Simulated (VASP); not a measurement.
These are PBE GGA, VASP's PBE PAW potentials (set 64) (plane waves; VASP 6.6.1) values and carry that method's errors.

Input for VASP

POSCAR:
```
NiSi2
1
    0.0000000000     2.7730300000     2.7697730000
    2.7641380000     0.0000000000     2.7697730000
    2.7641380000     2.7730300000     0.0000000000
Si Ni
2 1
Direct
  0.2500000000   0.2500000000   0.2500000000
  0.7500000000   0.7500000000   0.7500000000
 -0.0072690000   0.0072690000   0.0072690000
```

INCAR:
```
! general
SYSTEM    =  NiSi2
PREC      =  Accurate
ENCUT     =  400
LREAL     =  .False.
LASPH     =  .True.
KSPACING  =  0.2
KGAMMA    =  .True.

! electronic loop
EDIFF     =  1E-6
NELM      =  100
ALGO      =  Normal
LMAXMIX   =  4

! smearing
ISMEAR    =  1
SIGMA     =  0.1

! functional
GGA       =  PE

! ions
ISIF      =  2

! output
LWAVE     =  .False.
LCHARG    =  .False.
```

POTCAR, in this order: Si Ni (PBE.64 set). Program: vasp_std.

Output

### OUTCAR
```
 ion  position               nearest neighbor table
   1  0.250  0.250  0.250-   3 2.38   3 2.38   3 2.42   3 2.42   2 2.76   2 2.76   2 2.77   2 2.77
                             2 2.77   2 2.77
   2  0.750  0.750  0.750-   3 2.38   3 2.38   3 2.42   3 2.42   1 2.76   1 2.76   1 2.77   1 2.77
                             1 2.77   1 2.77
   3  0.993  0.007  0.007-   2 2.38   2 2.38   1 2.38   1 2.38   2 2.42   1 2.42   1 2.42   2 2.42
  LATTYP: Found a face centered orthorhombic cell.
 ALAT       =     5.5282760000
 B/A-ratio  =     1.0020386102
 C/A-ratio  =     1.0032169161
 Subroutine PRICEL returns:
 Original cell was already a primitive cell.
 Subroutine GETGRP returns: Found  4 space group operations
The static configuration has the point symmetry C_2v.
The dynamic configuration has the point symmetry C_2v.
 Subroutine INISYM returns: Found  4 space group operations
 Subroutine IBZKPT returns following result:
 Found    171 irreducible k-points:

 Following reciprocal coordinates:
            Coordinates               Weight
  0.000000  0.000000  0.000000      1.000000
  0.100000  0.000000 -0.000000      8.000000
  0.200000  0.000000 -0.000000      8.000000
  0.300000  0.000000  0.000000      8.000000
...
```

OSZICAR:
```
       N       E                     dE             d eps       ncg     rms          rms(c)
DAV:   1     0.597764954847E+02    0.59776E+02   -0.66467E+03  4518   0.113E+03
DAV:   2    -0.158350236082E+02   -0.75612E+02   -0.70881E+02  4641   0.223E+02
DAV:   3    -0.191903927505E+02   -0.33554E+01   -0.32848E+01  5696   0.530E+01
DAV:   4    -0.192538287417E+02   -0.63436E-01   -0.63364E-01  5343   0.719E+00
DAV:   5    -0.192556525647E+02   -0.18238E-02   -0.18234E-02  5835   0.125E+00    0.158E+01
DAV:   6    -0.246552055320E+02   -0.53996E+01   -0.55633E+01  4694   0.183E+02    0.264E+01
DAV:   7    -0.174912149482E+02    0.71640E+01   -0.16235E+01  5331   0.113E+02    0.442E+00
DAV:   8    -0.173563688022E+02    0.13485E+00   -0.24834E+00  6381   0.276E+01    0.251E+00
DAV:   9    -0.173217727614E+02    0.34596E-01   -0.31189E-01  5468   0.108E+01    0.722E-01
DAV:  10    -0.173183632967E+02    0.34095E-02   -0.14919E-02  5826   0.278E+00    0.286E-01
DAV:  11    -0.173185359430E+02   -0.17265E-03   -0.14901E-03  5296   0.296E-01    0.572E-02
DAV:  12    -0.173185749664E+02   -0.39023E-04   -0.52942E-05  5614   0.657E-02    0.255E-02
DAV:  13    -0.173185766505E+02   -0.16842E-05   -0.31050E-05  5380   0.114E-01    0.890E-03
DAV:  14    -0.173185768538E+02   -0.20331E-06   -0.27729E-06  5539   0.132E-02
   1 F= -.17318577E+02 E0= -.17318278E+02  d E =-.898001E-03
```

**OUTCAR**
```
------------------------ aborting loop because EDIFF is reached ----------------------------------------
  FORCE on cell =-STRESS in cart. coord.  units (eV):
  Direction    XX          YY          ZZ          XY          YZ          ZX
  --------------------------------------------------------------------------------------
  Total       -1.7972322     -1.7748691     -1.7773622      0.0000000      0.0000000      0.0000000
  in kB      -67.8150842    -66.9712563    -67.0653300      0.0000000      0.0000000      0.0000000
  external PRESSURE =     -67.2838902 kB  Pullay stress =       0.0000000 kB
  volume of cell :       42.46
      direct lattice vectors                 reciprocal lattice vectors
     0.000000000  2.773030000  2.769773000    -0.180888219  0.180308183  0.180520209
     2.764138000  0.000000000  2.769773000     0.180888219 -0.180308183  0.180520209
     2.764138000  2.773030000  0.000000000     0.180888219  0.180308183 -0.180520209
 POSITION                                       TOTAL-FORCE (eV/Angst)
 -----------------------------------------------------------------------------------
      1.38207      1.38651      1.38489         0.152601      0.000000      0.000000
      4.14621      4.15954      4.15466         0.152601      0.000000      0.000000
      0.04019      2.77303      2.76977        -0.305202      0.000000      0.000000
 -----------------------------------------------------------------------------------
    total drift:                               -0.000260     -0.000002     -0.000002
  FREE ENERGIE OF THE ION-ELECTRON SYSTEM (eV)
  ---------------------------------------------------
  free  energy   TOTEN  =       -17.3185768538 eV

  energy  without entropy=      -17.3176788528  energy(sigma->0) =      -17.31827752
```
(Selected blocks of OUTCAR.)

The compound is NiSi2 in the fluorite structure. The cell was not relaxed at this level, atoms are displaced from their ideal sites. The run is one of a series of settings (KGAMMA = .TRUE., KSPACING = 0.2, KPOINTS file removed against the base run), some of them coarse on purpose. The run is not spin-polarised, so no magnetic state was tried.
